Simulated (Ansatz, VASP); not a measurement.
# Cross-check of AlNi between VASP and Ansatz, part 2 of 2

Wanted: the spread between two codes on one cell, functional and k mesh. The cell is taken from a series of runs on this material, whose earlier steps may have relaxed, scaled, displaced or heated it; both programs get it as it stands.

VASP 6.6.1 and Ansatz 0.2.0.

So far: The starting structure; VASP: zone-centre phonons, PBEsol.

## Step 3: Ansatz: zone-centre phonons, PBEsol

Level of this step: Ansatz beside VASP: Kohn-Sham DFT, plane waves, PBEsol (Ansatz).

Ansatz runs on its PAW soft_1 files.

The same cell, functional, mesh and smearing now go to Ansatz, which takes its cutoff from its data sets.

The input, input.yaml:

```yaml
crystal:
  lattice:
    - [2.9073371718, 0.0, 0.0]
    - [0.0, 2.9073371718, 0.0]
    - [0.0, 0.0, 2.7472695225]
  atoms:
    - { symbol: Al, position: [0.0, 0.0, 0.0] }
    - { symbol: Ni, position: [0.5, 0.5, 0.5] }
kpoints:
  mp_grid: { grid: [16, 16, 16] }
hamiltonian:
  xc: pbesol
  pseudopotentials: { kind: paw, azcp: { folder: soft_1 }, xc_functional: pbe }
scf:
  occupations: { method: methfessel_paxton, width: 0.2 }
output:
  eigenvalues: true
phonons:
  method: dfpt
```

The run is started by

```
$ ansatz run input.yaml --threads 4 --pin off --max-ram 10240MiB --backend cpu --events-out ev --progress --plain --runs-dir out
```

Numbers of over 12 decimals in the logs are rounded to 6 here.

What it wrote:

```text
zone centre: on kpoints.mp_grid the ground state, and the responses unless they are solved on pairs of k-points, stand on 729 of the mesh's 4096 k-points, reduced under 8 symmetry operations, with k and −k counted as one. Each operation leaves every solved displacement unchanged or reverses it
Engine: ansatz 0.2.0, x86_64-unknown-linux-gnu
Pseudopotentials: kind: paw
Pseudopotential: Al, paw, valence charge 3, recommended cutoff 420 eV (normal), soft_1/Al.paw.azcp
Pseudopotential: Ni, paw, valence charge 18, recommended cutoff 420 eV (normal), soft_1/Ni.paw.azcp
Functional definition: PBEsol
  exchange = pbesol_x
  correlation = pbesol_c
Crystal: 2 atoms, lattice volume = 23.222 Å³
Basis set: ecut = 420 eV, 461 PW (Γ), exchange–correlation on 40×40×40 points (8 copies of the dense FFT grid, shifted against one another)
Bands: 15, of which v1, the nominal top of the filled ones, is band 11 counted from 1 (10 counted from 0)
Symmetry: 16 space group operations
k-points: 729 of 4096 (irreducible under 8 space group operations)
Non-local potential: Al, projectors of the file, l = 0: 2, l = 1: 2, l = 2: 1
Non-local potential: Ni, projectors of the file, l = 0: 3, l = 1: 2, l = 2: 3, l = 3: 1
PAW form: soft (Blöchl's): semilocal exchange-correlation on the pseudo side does not see the compensation charge
PAW frozen core: Al, regenerated for the run's functional, and the local potential with it (the file was generated under x = pbe(κ = 0.804, μ = 0.219515), c = pbe(β = 0.066725))
PAW frozen core: Ni, regenerated for the run's functional, and the local potential with it (the file was generated under x = pbe(κ = 0.804, μ = 0.219515), c = pbe(β = 0.066725))
PAW one-centre angular grid: Al, 110 points (default); XC on 64 Gauss nodes
PAW one-centre angular grid: Ni, 590 points (default); XC on 64 Gauss nodes
Initial density: superposition of atomic densities (chi_scale 0.1, normalization cell, long waves kept (reshape's long-wave potential 0.00 eV rms))
Initial wavefunctions: pseudopotential atomic-orbital guess
Functional: x = pbesol(κ = 0.804, μ = 0.123457), c = pbesol(β = 0.046)
SCF iter   1: F=—  HF=-6331.205745 eV  |F-HF|=—  |Δ(HF+E_count)|=         —  Δρ=7.44e-2  dr2=1.33e0  ethr=3.10e-3  ⟨swp⟩=4.1  Hψ=48463  notcnv=0
preconditioner: auto → none  [metal: Δε(μ)=0.007 eV  Ē_g=10.317 eV  σ=0.200 eV  W_gap=0.03  n_scr=6 (ndim 8)  ℏωp=27.8 eV  f_vac=0.000  D(μ)=0.77/eV (n_scr^D=6)  sad-step TF]
SCF iter   2: F=—  HF=-6331.060501 eV  |F-HF|=—  |Δ(HF+E_count)|=   1.45e-1  S|Δr|=    0.00e0  Δρ=5.64e-2  dr2=8.12e-1  ethr=3.10e-3  ⟨swp⟩=2.0  Hψ=19524  notcnv=0  defer=142
SCF iter   3: F=—  HF=-6330.873405 eV  |F-HF|=—  |Δ(HF+E_count)|=   1.87e-1  S|Δr|=    0.00e0  Δρ=2.04e-2  dr2=8.86e-2  ethr=3.10e-3  ⟨swp⟩=2.0  Hψ=13889  notcnv=0  defer=142
SCF iter   4: F=—  HF=-6330.858050 eV  |F-HF|=—  |Δ(HF+E_count)|=   1.54e-2  S|Δr|=    0.00e0  Δρ=5.33e-3  dr2=3.74e-3  ethr=4.22e-4  ⟨swp⟩=2.0  Hψ=18628  notcnv=0  defer=134
SCF iter   5: F=—  HF=-6330.857817 eV  |F-HF|=—  |Δ(HF+E_count)|=   2.33e-4  S|Δr|=    0.00e0  Δρ=5.00e-4  dr2=2.76e-5  ethr=1.78e-5  ⟨swp⟩=2.3  Hψ=14889  notcnv=0  defer=130
SCF iter   6: F=—  HF=-6330.857797 eV  |F-HF|=—  |Δ(HF+E_count)|=   2.07e-5  S|Δr|=    0.00e0  Δρ=9.78e-5  dr2=1.05e-6  ethr=1.32e-7  ⟨swp⟩=2.0  Hψ=18537  notcnv=0  defer=130
SCF iter   7: F=—  HF=-6330.857799 eV  |F-HF|=—  |Δ(HF+E_count)|=   2.39e-6  S|Δr|=    0.00e0  Δρ=1.36e-5  dr2=2.66e-8  ethr=5.01e-9  ⟨swp⟩=2.4  Hψ=16603  notcnv=0  defer=130
SCF iter   8: F=—  HF=-6330.857799 eV  |F-HF|=—  |Δ(HF+E_count)|=   5.02e-9  S|Δr|=    0.00e0  Δρ=1.74e-6  dr2=4.85e-10  ethr=1.27e-10  ⟨swp⟩=2.2  Hψ=15542  notcnv=0  defer=130
SCF iter   9: F=-6330.857799 eV  HF=-6330.857799 eV  |F-HF|=9.09e-13  |Δ(HF+E_count)|=  8.09e-11  S|Δr|=    0.00e0  Δρ=5.34e-8  dr2=5.81e-13  ethr=1.00e-12  ⟨swp⟩=4.9  Hψ=51315  notcnv=0
SCF 1 converged in 9 iterations: F = -6330.857799 eV  dr2 = 5.81e-13
  greatest PAW one-centre occupation: 1.001 electrons in one spin orbital (limit 2), on the Ni atom at site 1 (counted from 0), in its partial waves of l = 1
DFPT response loops at Γ: preconditioner auto → Kerker (q_TF=auto, 2.683 Å⁻¹) (partly filled bands, converged f_vac=0.000); β = 1.00, the filter's whole step (`scf.mixing.beta` (0.50) is not read by the response loops under this deck's `scf.mixing.preconditioner`; to damp them name `kerker` or `kerker_dos`, under which they read `scf.mixing.beta`, and type it under 1.00, their step now; both keys bind the ground state too); Broyden in place of MSR1
SCF converged after 9 iterations
Stability not checked: this state was not tested for a lower state beside it, because cold or Methfessel-Paxton smearing, or corrected tetrahedra, fill the levels in a way that the test cannot read (fill_not_monotonic; see scf.lower_state_search)
Free energy (F): -6330.857799 eV
Harris-Foulkes:  -6330.857799 eV  (|F-HF|=9.09e-13)
Internal energy: -6330.857626 eV  (E = F + TS)
E sigma→0 (E₀):  -6330.857756 eV
Entropy (-TS):   -0.000173 eV (-0.087 meV/atom)
Fermi energy:    14.249839 eV
--- Per-component energies (eV) ---
  E_band       = -331.062497
  E_kinetic    = 369.523217
  E_local      = -3709.287869  (includes V_loc(G=0)·N_el)
  E_nonlocal   = -105.495821
  E_hartree    = 1948.000317
  E_xc         = -151.934843
  E_vxc        = -177.810780  (∫ρ·V_xc dr)
  E_paw        = -2080.762146  (= ΣΔE_a)
  E_vpaw       = -603.992772  (= ΣTr[D̂ρ^β])
  E_aug_tail   = 0.000908  (compensation charges beyond the density's cutoff)
  E_ewald      = -2601.117817
  E_core_change = 0.216428  (= ΣΔE_core)
  E_smearing   = -0.000173  (= −TS)
  E_closure    = -0.000000  (closes the sum)
  Σ components = -6330.857799   (vs F -6330.857799, Δ=0.00e0)
--- Band table (eV; the first three rows and the last of 729) ---
  k-point 0: bands = [... 7 lower, 12.5405, 12.7159, 12.7159, 19.1589, 19.1589, 21.2737, 22.2206, 22.5296]
  k-point 1: bands = [... 7 lower, 12.5455, 12.6731, 12.6731, 19.2666, 19.2666, 20.1714, 22.2293, 23.4065]
  k-point 2: bands = [... 7 lower, 12.5559, 12.5559, 12.5596, 18.5811, 19.5793, 19.5793, 22.2554, 24.3760]
  k-point 728: bands = [... 7 lower, 13.1675, 13.3022, 16.1402, 16.1402, 16.2537, 18.2370, 18.4473, 19.0600]
--- Phonons (Γ-DFPT): 4 representative perturbations + reference, on 729 of 4096 k-points (Σ response iterations 13) ---
  k mesh reduced under 8 symmetry operations, with k and −k counted as one. Each operation leaves every solved displacement unchanged or reverses it
  ASR residual: 3.388e-5 → 0.000e0 eV/Å²; symmetrization residual: 1.043e-6 eV/Å²
  ASR residual per site (eV/Å²): 1.33e-5 3.39e-5
  Γ frequencies (cm⁻¹): 0.00 0.00 0.00 303.96 307.38 307.38
  non-analytic LO–TO correction: not included (Born effective charges unavailable; polar crystals: no LO–TO splitting at Γ)
```

## Step 4: Comparison

Known differences besides the potentials themselves: the data sets hold 21 valence electrons in Ansatz (on its PAW soft_1 files) and 13 in VASP; the cutoff is 420 eV in Ansatz and 600 eV in VASP; Ansatz makes its cores anew for this functional, VASP keeps those of its PBE data sets. Total energies have different zeros and are not compared.

The two programs side by side:

```tsv
quantity	Ansatz	VASP	difference
optical mode 1 (cm⁻¹)	304.0	305.2	-0.39 %
optical mode 2 to 3 (cm⁻¹)	307.4	308.8	-0.46 %
```

Modes are paired by rising frequency, not by their patterns, so a pair may set unlike modes beside each other; they are those without the splitting of longitudinal modes.

## Step 5: Results

```yaml
r_m_s_difference_of_the_optical_zone_centre_modes_each_program_s_sorted_by_frequency_zone_centre_phonons_pbesol: 1.4 cm⁻¹
```

What this shows: The r.m.s. difference of the optical zone-centre modes, each program's sorted by frequency is 1.4 cm⁻¹ (zone-centre phonons, PBEsol). The data sets hold unlike numbers of valence electrons (21 in Ansatz and 13 in VASP), so part of the differences comes from the potentials. How closely two codes agree says nothing of how well the functional describes the real material.

[Lines on the potential files, build, host, timing and source positions are cut from VASP's logs without a mark.]

[Logs are printed without paths, hosts, clocks, repeated set-up lines and the standing remarks that a program may print on its own settings, such as how far it seeks lower states.]

[Hosts, paths, dates, database ids (printed as entryN), source tags and the programs' standing remarks are cut or masked in the printed files.]
